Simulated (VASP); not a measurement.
All values below come from PBE GGA, VASP's PBE PAW potentials (set 64) (plane waves; VASP).

VASP input:

KPOINTS:
```
Automatic mesh
0
Gamma
1 1 1
0 0 0
```

File POSCAR:
```
In33P32
1.0
 11.9995217332   0.0000000000   0.0000000000
  0.0000000000  11.9995217332   0.0000000000
  0.0000000000   0.0000000000  11.9995217332
In P
33 32
Cart
  5.9997608666   0.0000000000   0.0000000000
  8.9996412999   2.9998804333   0.0000000000
  8.9996412999   0.0000000000   2.9998804333
  0.0000000000   0.0000000000   0.0000000000
  2.9998804333   2.9998804333   0.0000000000
  5.9997608666   5.9997608666   0.0000000000
  8.9996412999   8.9996412999   0.0000000000
  2.9998804333   0.0000000000   2.9998804333
  5.9749338561   2.9558661876   3.0435466929
  8.9996412999   5.9997608666   2.9998804333
  5.9997608666   0.0000000000   5.9997608666
  8.9996412999   2.9998804333   5.9997608666
  8.9996412999   0.0000000000   8.9996412999
  0.0000000000   5.9997608666   0.0000000000
  2.9998804333   8.9996412999   0.0000000000
  0.0000000000   2.9998804333   2.9998804333
  2.9681176993   6.0226799531   3.0118919546
  5.9997608666   8.9996412999   2.9998804333
  0.0000000000   0.0000000000   5.9997608666
  3.0404628158   2.9917207585   6.0050886542
  5.9943250833   5.9715979891   6.0391792955
  8.9996412999   8.9996412999   5.9997608666
  2.9998804333   0.0000000000   8.9996412999
  5.9997608666   2.9998804333   8.9996412999
  8.9996412999   5.9997608666   8.9996412999
  0.0000000000   8.9996412999   2.9998804333
  0.0000000000   5.9997608666   5.9997608666
  2.9998804333   8.9996412999   5.9997608666
  0.0000000000   2.9998804333   8.9996412999
  2.9998804333   5.9997608666   8.9996412999
  5.9997608666   8.9996412999   8.9996412999
  0.0000000000   8.9996412999   8.9996412999
  4.5123361511   4.5281515208   4.5042844720
  7.4997010832   1.4999402166   1.4999402166
 10.4995815166   4.4998206500   1.4999402166
 10.4995815166   1.4999402166   4.4998206500
  1.4999402166   1.4999402166   1.4999402166
  4.4883371077   4.4829973205   1.5012961626
  7.4997010832   7.4997010832   1.4999402166
 10.4995815166  10.4995815166   1.4999402166
  4.4564663779   1.4521101230   4.4643020656
  7.5044648934   4.5475787464   4.5404270315
 10.4995815166   7.4997010832   4.4998206500
  7.4997010832   1.4999402166   7.4997010832
 10.4995815166   4.4998206500   7.4997010832
 10.4995815166   1.4999402166  10.4995815166
  1.4999402166   7.4997010832   1.4999402166
  4.4998206500  10.4995815166   1.4999402166
  1.5119637374   4.4758456055   4.5176879378
  4.5106322190   7.5192123056   4.5039484854
  7.4997010832  10.4995815166   4.4998206500
  1.4999402166   1.4999402166   7.4997010832
  4.5122281554   4.5476987417   7.5166324084
  7.4997010832   7.4997010832   7.4997010832
 10.4995815166  10.4995815166   7.4997010832
  4.4998206500   1.4999402166  10.4995815166
  7.4997010832   4.4998206500  10.4995815166
 10.4995815166   7.4997010832  10.4995815166
  1.4999402166  10.4995815166   4.4998206500
  1.4999402166   7.4997010832   7.4997010832
  4.4998206500  10.4995815166   7.4997010832
  1.4999402166   4.4998206500  10.4995815166
  4.4998206500   7.4997010832  10.4995815166
  7.4997010832  10.4995815166  10.4995815166
  1.4999402166  10.4995815166  10.4995815166
```

### INCAR
```
SYSTEM=In33P32
PREC=Normal; ENCUT=400; LREAL=Auto
LASPH=.TRUE.; ISYM=0; NELECT=258.0
EDIFF=1E-5; NELM=100; NELMIN=4
ALGO=Fast; LMAXMIX=4
ISMEAR=0; SIGMA=0.05
GGA=PE
IBRION=2; NSW=60; ISIF=2
EDIFFG=-0.03
LWAVE=.TRUE.; LCHARG=.FALSE.
```

POTCAR, in this order: In P (PBE.64 set). Program: vasp_gam.

The run wrote:

**OSZICAR**
```
...
RMM:   6    -0.267733852701E+03   -0.52893E-03   -0.68549E-03   330   0.147E-01    0.108E-01
RMM:   7    -0.267733647520E+03    0.20518E-03   -0.27251E-03   325   0.836E-02    0.126E-01
RMM:   8    -0.267733617111E+03    0.30409E-04   -0.49239E-04   329   0.426E-02    0.379E-02
RMM:   9    -0.267733636286E+03   -0.19175E-04   -0.14298E-04   322   0.220E-02    0.266E-02
RMM:  10    -0.267733620616E+03    0.15670E-04   -0.64394E-05   273   0.127E-02    0.721E-03
RMM:  11    -0.267733624184E+03   -0.35676E-05   -0.10675E-05   197   0.663E-03
   5 F= -.26773362E+03 E0= -.26773362E+03  d E =-.458554E+00
       N       E                     dE             d eps       ncg     rms          rms(c)
DAV:   1    -0.267799245843E+03   -0.65625E-01   -0.26544E+00   352   0.278E+00    0.104E+00
RMM:   2    -0.267811548493E+03   -0.12303E-01   -0.17350E-01   324   0.831E-01    0.297E-01
RMM:   3    -0.267814462342E+03   -0.29138E-02   -0.38890E-02   351   0.390E-01    0.208E-01
RMM:   4    -0.267814135629E+03    0.32671E-03   -0.45270E-03   325   0.155E-01    0.100E-01
RMM:   5    -0.267814195206E+03   -0.59576E-04   -0.18403E-03   328   0.857E-02    0.382E-02
RMM:   6    -0.267814196605E+03   -0.13994E-05   -0.43930E-04   345   0.411E-02    0.299E-02
RMM:   7    -0.267814215306E+03   -0.18701E-04   -0.17559E-04   330   0.223E-02    0.125E-02
RMM:   8    -0.267814208489E+03    0.68174E-05   -0.53408E-05   273   0.126E-02
   6 F= -.26781421E+03 E0= -.26781421E+03  d E =-.805843E-01
       N       E                     dE             d eps       ncg     rms          rms(c)
DAV:   1    -0.267816654349E+03   -0.24390E-02   -0.24098E-01   360   0.835E-01    0.316E-01
RMM:   2    -0.267817772444E+03   -0.11181E-02   -0.15946E-02   324   0.251E-01    0.899E-02
RMM:   3    -0.267818040876E+03   -0.26843E-03   -0.35973E-03   350   0.118E-01    0.629E-02
RMM:   4    -0.267818010085E+03    0.30791E-04   -0.43037E-04   323   0.475E-02    0.290E-02
RMM:   5    -0.267818014912E+03   -0.48267E-05   -0.17150E-04   325   0.262E-02    0.112E-02
RMM:   6    -0.267818014831E+03    0.80601E-07   -0.41066E-05   237   0.126E-02
   7 F= -.26781801E+03 E0= -.26781801E+03  d E =-.843906E-01
       N       E                     dE             d eps       ncg     rms          rms(c)
DAV:   1    -0.267835155128E+03   -0.17140E-01   -0.63355E-01   344   0.140E+00    0.463E-01
RMM:   2    -0.267838379247E+03   -0.32241E-02   -0.44330E-02   324   0.433E-01    0.117E-01
RMM:   3    -0.267839241459E+03   -0.86221E-03   -0.10043E-02   350   0.204E-01    0.106E-01
RMM:   4    -0.267839151301E+03    0.90158E-04   -0.11773E-03   327   0.814E-02    0.553E-02
RMM:   5    -0.267839167538E+03   -0.16237E-04   -0.64893E-04   326   0.484E-02    0.216E-02
RMM:   6    -0.267839156836E+03    0.10702E-04   -0.10655E-04   324   0.222E-02    0.170E-02
RMM:   7    -0.267839154492E+03    0.23437E-05   -0.87453E-05   299   0.141E-02
   8 F= -.26783915E+03 E0= -.26783915E+03  d E =-.211397E-01
       N       E                     dE             d eps       ncg     rms          rms(c)
DAV:   1    -0.267841681217E+03   -0.25244E-02   -0.19575E-01   360   0.772E-01    0.256E-01
RMM:   2    -0.267842665546E+03   -0.98433E-03   -0.13514E-02   324   0.239E-01    0.652E-02
RMM:   3    -0.267842936137E+03   -0.27059E-03   -0.31285E-03   352   0.113E-01    0.593E-02
RMM:   4    -0.267842909684E+03    0.26452E-04   -0.35961E-04   326   0.452E-02    0.320E-02
RMM:   5    -0.267842914502E+03   -0.48179E-05   -0.21132E-04   326   0.274E-02    0.125E-02
RMM:   6    -0.267842910692E+03    0.38104E-05   -0.33403E-05   220   0.126E-02
   9 F= -.26784291E+03 E0= -.26784291E+03  d E =-.248959E-01
       N       E                     dE             d eps       ncg     rms          rms(c)
DAV:   1    -0.267847281020E+03   -0.43665E-02   -0.62043E-01   324   0.132E+00    0.444E-01
RMM:   2    -0.267851073509E+03   -0.37925E-02   -0.43659E-02   324   0.421E-01    0.104E-01
RMM:   3    -0.267851875403E+03   -0.80189E-03   -0.85128E-03   336   0.195E-01    0.873E-02
RMM:   4    -0.267851877359E+03   -0.19561E-05   -0.12338E-03   343   0.827E-02    0.613E-02
RMM:   5    -0.267851853677E+03    0.23682E-04   -0.50755E-04   325   0.442E-02    0.151E-02
RMM:   6    -0.267851849900E+03    0.37765E-05   -0.87004E-05   311   0.211E-02
  10 F= -.26785185E+03 E0= -.26785185E+03  d E =-.893921E-02
       N       E                     dE             d eps       ncg     rms          rms(c)
DAV:   1    -0.267851948896E+03   -0.95219E-04   -0.27776E-02   376   0.281E-01    0.922E-02
RMM:   2    -0.267852129153E+03   -0.18026E-03   -0.20403E-03   324   0.909E-02    0.218E-02
RMM:   3    -0.267852162046E+03   -0.32893E-04   -0.37441E-04   333   0.416E-02    0.217E-02
RMM:   4    -0.267852161371E+03    0.67502E-06   -0.56402E-05   271   0.178E-02
  11 F= -.26785216E+03 E0= -.26785216E+03  d E =-.925068E-02
       N       E                     dE             d eps       ncg     rms          rms(c)
DAV:   1    -0.267853348747E+03   -0.11867E-02   -0.19313E-01   340   0.749E-01    0.248E-01
RMM:   2    -0.267854467992E+03   -0.11192E-02   -0.13161E-02   324   0.236E-01    0.557E-02
RMM:   3    -0.267854719521E+03   -0.25153E-03   -0.26873E-03   339   0.111E-01    0.551E-02
RMM:   4    -0.267854714385E+03    0.51355E-05   -0.35679E-04   332   0.465E-02    0.392E-02
RMM:   5    -0.267854705033E+03    0.93526E-05   -0.20085E-04   324   0.268E-02    0.105E-02
RMM:   6    -0.267854702422E+03    0.26107E-05   -0.30011E-05   228   0.127E-02
  12 F= -.26785470E+03 E0= -.26785470E+03  d E =-.254105E-02
       N       E                     dE             d eps       ncg     rms          rms(c)
DAV:   1    -0.267854719805E+03   -0.14773E-04   -0.54710E-03   368   0.127E-01    0.405E-02
RMM:   2    -0.267854755807E+03   -0.36002E-04   -0.40914E-04   324   0.412E-02    0.970E-03
RMM:   3    -0.267854762441E+03   -0.66338E-05   -0.75393E-05   302   0.191E-02    0.114E-02
RMM:   4    -0.267854762086E+03    0.35538E-06   -0.11105E-05   196   0.807E-03
  13 F= -.26785476E+03 E0= -.26785476E+03  d E =-.260071E-02
       N       E                     dE             d eps       ncg     rms          rms(c)
DAV:   1    -0.267855224259E+03   -0.46182E-03   -0.83939E-02   342   0.503E-01    0.171E-01
RMM:   2    -0.267855679885E+03   -0.45563E-03   -0.62227E-03   324   0.161E-01    0.446E-02
RMM:   3    -0.267855807765E+03   -0.12788E-03   -0.15240E-03   359   0.762E-02    0.407E-02
RMM:   4    -0.267855792417E+03    0.15348E-04   -0.15027E-04   324   0.294E-02    0.245E-02
RMM:   5    -0.267855790742E+03    0.16751E-05   -0.12226E-04   322   0.195E-02    0.896E-03
RMM:   6    -0.267855788527E+03    0.22155E-05   -0.15533E-05   196   0.913E-03
  14 F= -.26785579E+03 E0= -.26785579E+03  d E =-.102644E-02
       N       E                     dE             d eps       ncg     rms          rms(c)
DAV:   1    -0.267855793014E+03   -0.22713E-05   -0.29605E-04   392   0.296E-02    0.943E-03
RMM:   2    -0.267855793811E+03   -0.79756E-06   -0.14899E-05   189   0.817E-03    0.299E-03
RMM:   3    -0.267855793959E+03   -0.14823E-06   -0.26549E-06   175   0.349E-03    0.180E-03
RMM:   4    -0.267855793933E+03    0.25824E-07   -0.27850E-07    66   0.171E-03
  15 F= -.26785579E+03 E0= -.26785579E+03  d E =-.103185E-02
       N       E                     dE             d eps       ncg     rms          rms(c)
DAV:   1    -0.267856122494E+03   -0.32853E-03   -0.26650E-02   340   0.286E-01    0.970E-02
RMM:   2    -0.267856261676E+03   -0.13918E-03   -0.18320E-03   324   0.889E-02    0.227E-02
RMM:   3    -0.267856298583E+03   -0.36907E-04   -0.41882E-04   352   0.423E-02    0.237E-02
RMM:   4    -0.267856295088E+03    0.34955E-05   -0.45772E-05   263   0.167E-02
  16 F= -.26785630E+03 E0= -.26785630E+03  d E =-.501154E-03
```

File OUTCAR:
```
------------------------ aborting loop because EDIFF is reached ----------------------------------------
  FORCE on cell =-STRESS in cart. coord.  units (eV):
  Direction    XX          YY          ZZ          XY          YZ          ZX
  --------------------------------------------------------------------------------------
  Total        5.0303853      5.0371529      5.0307099     -0.1048973      0.0359595      0.2108141
  in kB        4.6646603      4.6709359      4.6649613     -0.0972709      0.0333451      0.1954872
  external PRESSURE =       4.6668525 kB  Pullay stress =       0.0000000 kB
  volume of cell :     1727.79
      direct lattice vectors                 reciprocal lattice vectors
    11.999521733  0.000000000  0.000000000     0.083336655  0.000000000  0.000000000
     0.000000000 11.999521733  0.000000000     0.000000000  0.083336655  0.000000000
     0.000000000  0.000000000 11.999521733     0.000000000  0.000000000  0.083336655
  FREE ENERGIE OF THE ION-ELECTRON SYSTEM (eV)
  ---------------------------------------------------
  free  energy   TOTEN  =      -267.8562950875 eV

  energy  without entropy=     -267.8562950875  energy(sigma->0) =     -267.85629509

 reached required accuracy - stopping structural energy minimisation
```
(Selected blocks of OUTCAR.)

CONTCAR:
```
In33P32
   1.00000000000000
    11.9995217331999999    0.0000000000000000    0.0000000000000000
     0.0000000000000000   11.9995217331999999    0.0000000000000000
     0.0000000000000000    0.0000000000000000   11.9995217331999999
  In              P
    33    32
Direct
     0.4971688461871522    0.9963469090484640    0.9965959599472485
     0.7539384180224564    0.2527037393495383    0.9966763136274613
     0.7535771009089473    0.9963218511322647    0.2528036304991677
     0.9996679659255897    0.0001763564716503    0.9998483120018870
     0.2491674776515272    0.2491913166855389    0.0007071207017365
     0.5005645985423246    0.5004547346865897    0.0007245634718746
     0.7499711486956639    0.7500338043363528    0.9998691036281923
     0.2489243761293693    0.9994049758027239    0.2492731831058791
     0.5138503274142415    0.2350905706842421    0.2370347647774368
     0.7495890696848069    0.5005502084563432    0.2495514823825916
     0.5005146756603721    0.9994318515590724    0.5006584011601248
     0.7497791854053434    0.2492350805758597    0.5011412629120331
     0.7495221766970690    0.0001976823908829    0.7497749232168279
     0.9958416049265829    0.4972281761294124    0.9966866876562274
     0.2527245497275488    0.7536939127131747    0.9960916479550367
     0.0003864384918337    0.2491786698730305    0.2495708911000893
     0.2345820281923067    0.5146958628744330    0.2357374545449252
     0.5008649468764822    0.7494073292498161    0.2493077290157388
     0.9965234305182311    0.9967483299291047    0.4973341586172136
     0.2375966444061057    0.2361980395162036    0.5138593156824776
     0.5146612730208187    0.5143805897018676    0.5154777354072585
     0.7540231090018509    0.7536141210010111    0.4973657686882810
     0.2526986437536574    0.9965837079043574    0.7536489560257873
     0.5009083985478462    0.2493055082884132    0.7504032800786423
     0.7535332423258282    0.4972617755627447    0.7541158915857794
     0.9958012681178602    0.7534376484182571    0.2527821779340649
     0.0002240131165026    0.5004015358434299    0.5008853381545063
     0.2491129632375625    0.7496343392658250    0.5011098586695621
     0.9966704370460542    0.2527280820135751    0.7537525497417547
     0.2490133051978707    0.5006642763511924    0.7503363200428693
     0.4972510259839676    0.7533993636212988    0.7542307409819372
     0.9998818382605497    0.7502927467294684    0.7499142421741470
     0.3755757659835270    0.3771479682705911    0.3742243528579400
     0.6344886401684474    0.1155455986076263    0.1156554030869794
     0.8749728179491487    0.3748702502375809    0.1265232782055035
     0.8748512891020962    0.1261802690128011    0.3751301333065832
     0.1245211421261893    0.1243570294522293    0.1248851518853399
     0.3747308654495207    0.3750224563703810    0.1274025394040649
     0.6255024250111543    0.6251604156727018    0.1246324322546148
     0.8748168197087705    0.8750801783491248    0.1239439019466659
     0.3748647022880465    0.1259957701673746    0.3749591002599056
     0.6231373075281086    0.3749876555550910    0.3755471784587956
     0.8749251778978614    0.6235964515409387    0.3752151610115326
     0.6247457180063726    0.1245248527004619    0.6252432450578020
     0.8749295608454967    0.3749788135124562    0.6242828621600511
     0.8748609165616860    0.1240112443871885    0.8747640856173176
     0.1147509684006416    0.6352277920406926    0.1148739309417019
     0.3750493588196132    0.8745691127549575    0.1260803017863100
     0.1268994476401815    0.3751108532659672    0.3751654768163035
     0.3749639796835649    0.6231585608085292    0.3752919588275817
     0.6240818950891057    0.8745697829498895    0.3750405866747123
     0.1161599038488166    0.1161292376699679    0.6340663185791185
     0.3754509097308698    0.3754208973359481    0.6238749267557743
     0.6351874400991396    0.6351938610794924    0.6352837297751428
     0.8750471963982814    0.8754508150942238    0.6260153522153119
     0.3749123221807479    0.1261729089154871    0.8752864211371704
     0.6240205956113786    0.3749968600441849    0.8755478684508289
     0.8750715738823009    0.6261001004795523    0.8750236654069158
     0.1257335687365388    0.8744971466534707    0.3752034842923203
     0.1245056595358235    0.6251396567018980    0.6256159424816921
     0.3749633083218014    0.8746186635088261    0.6243206426475473
     0.1258974310053012    0.3749723037976435    0.8756568475980155
     0.3750266843395326    0.6236298814873580    0.8753660191029690
     0.6259301341224045    0.8751852681999945    0.8751712380145414
     0.1239099462532050    0.8751902472092380    0.8749586974941770
```

OUTCAR:
```
 val. band max:        3.3730897286   @ k =   0.0000   0.0000   0.0000

 cond. band min:       3.8969785825   @ k =   0.0000   0.0000   0.0000


 Fermi energy:         3.6468703779

 k-point     1 :       0.0000    0.0000    0.0000
  band No.  band energies     occupation
      1      -7.7300      2.00000
      2      -7.1433      2.00000
      3      -6.9651      2.00000
      4      -6.9619      2.00000
      5      -6.9567      2.00000
      6      -6.9000      2.00000
      7      -6.8990      2.00000
      8      -6.4738      2.00000
      9      -6.4715      2.00000
     10      -6.4666      2.00000
     11      -6.4405      2.00000
     12      -6.4163      2.00000
     13      -6.4140      2.00000
     14      -6.4116      2.00000
     15      -6.3639      2.00000
     16      -6.3626      2.00000
     17      -6.3531      2.00000
     18      -6.3412      2.00000
     19      -6.3393      2.00000
     20      -6.3390      2.00000
     21      -6.2686      2.00000
     22      -6.2674      2.00000
     23      -6.2669      2.00000
     24      -5.7870      2.00000
     25      -5.7594      2.00000
     26      -5.7585      2.00000
     27      -5.7221      2.00000
     28      -5.7215      2.00000
     29      -5.7197      2.00000
     30      -5.6657      2.00000
     31      -5.6655      2.00000
     32      -5.6640      2.00000
     33      -2.7243      2.00000
     34      -2.2047      2.00000
     35      -2.2011      2.00000
     36      -2.1984      2.00000
     37      -1.9793      2.00000
     38      -1.9785      2.00000
     39      -1.9782      2.00000
     40      -1.9381      2.00000
     41      -1.9359      2.00000
     42      -1.9350      2.00000
     43      -1.8948      2.00000
     44      -1.8945      2.00000
     45      -1.8933      2.00000
     46      -1.5991      2.00000
     47      -1.2365      2.00000
     48      -1.2364      2.00000
     49      -1.2347      2.00000
     50      -1.1987      2.00000
     51      -1.1984      2.00000
...
```

The cell is charged, with a uniform compensating background. The supercell is sampled at Γ alone, which is coarse: total energies, pressure and levels can be off, energies of defects by several tenths of an eV. Unless said otherwise, spin-orbit coupling is left out, though it shifts the bands of the heavy elements here.

The cell is a supercell with a defect, built from InP (zinc blende): In_i, charge +1. The run is not spin-polarised, so no state with unpaired spins was tried.
